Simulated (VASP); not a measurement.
A convergence study with VASP on SrTiO3 (cubic perovskite): one setting is varied, all else stays as given below, so the limit is that of these other settings.

```yaml
crystal:
  lattice:
    - [3.90500, 0.00000, 0.00000]
    - [0.00000, 3.90500, 0.00000]
    - [0.00000, 0.00000, 3.90500]
  atoms:
    - { symbol: Sr, position: [0.00000, 0.00000, 0.00000] }
    - { symbol: Ti, position: [0.50000, 0.50000, 0.50000] }
    - { symbol: O, position: [0.50000, 0.00000, 0.50000] }
    - { symbol: O, position: [0.00000, 0.50000, 0.50000] }
    - { symbol: O, position: [0.50000, 0.50000, 0.00000] }
```

All values below come from PBE GGA, VASP's PBE PAW potentials (set 64) (plane waves; VASP). The tightest run used: 700 eV cut-off, 14×14×14 Γ-centred mesh, Gaussian smearing of 0.050 eV, potentials Sr_sv Ti_sv O.

The reference is 14×14×14 mesh, which took about 4 core-minutes. Times come from single runs on busy shared machines, so they are rough: good to a factor of about 2.

Q: Of the settings 2×2×2 mesh; 3×3×3 mesh; 4×4×4 mesh; 5×5×5 mesh; 6×6×6 mesh; 7×7×7 mesh; 8×8×8 mesh; 9×9×9 mesh; 10×10×10 mesh; 11×11×11 mesh; 12×12×12 mesh; 13×13×13 mesh; 14×14×14 mesh, which is the lowest that keeps the difference from the reference in the stress, largest component (GPa) within 0.5 from there on, and what does it cost?

A: 3×3×3 mesh; its cost over the reference is about 1/20.
```tsv
setting	difference in the stress, largest component (GPa)	cost over the reference
2×2×2 mesh	2.42	about 1/20
3×3×3 mesh	0.32	about 1/20
4×4×4 mesh	0.05	about 1/9
5×5×5 mesh	0.01	about 1/7
6×6×6 mesh	0.00	about 1/5
7×7×7 mesh	0.00	about 1/5
8×8×8 mesh	0.00	about 1/4
9×9×9 mesh	0.00	about 1/4
10×10×10 mesh	0.00	about 1/2
11×11×11 mesh	0.00	about 1/2
12×12×12 mesh	0.00	about 1/2
13×13×13 mesh	0.00	within a factor of 2
14×14×14 mesh	0.00	reference
```

Left out are rungs that failed or repeat a setting and relaxations that didn't move; long series are thinned to 24 rows.

The compound is SrTiO3 in the cubic perovskite structure, the ideal cubic form; the compound distorts at low or room temperature. The cell was not relaxed at this level.
